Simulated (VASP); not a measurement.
Given:

```yaml
crystal:
  lattice:
    - [1.60836, 0.92859, 4.34257]
    - [-1.60836, 0.92859, 4.34257]
    - [0.00000, -1.85718, 4.34257]
  atoms:
    - { symbol: Sn, position: [0.00000, 0.00000, 0.00000] }
    - { symbol: O, position: [0.25843, 0.25843, 0.25843] }
    - { symbol: O, position: [0.74157, 0.74157, 0.74157] }
```

These are r2SCAN meta-GGA, VASP's PBE PAW potentials (set 64) (plane waves; VASP 6.6.1) values and carry that method's errors. Run with 520 eV cut-off, 9×9×9 Γ-centred mesh, tetrahedra with Blöchl corrections, potentials Sn_d O.

Unless said otherwise, spin-orbit coupling is left out, though it shifts the bands of the heavy elements here.

**Question.** What does the run give for the energy per atom (σ→0), band gap (over mesh and band path) with the smallest direct gap where there is one?

**Answer.** 
```
Property                                                 Value
---------------------------------------------  ---------------
band gap (over mesh and band path)                     2.37 eV
smallest direct gap (over mesh and band path)          2.39 eV
energy per atom (σ→0)                          -13.892 eV/atom
```

The absolute energy has meaning only against runs of the same code, potentials and settings.

The structure was generated: SnO2 was put into the CdCl2 type (R-3m), which need not be its known phase. It was relaxed first.
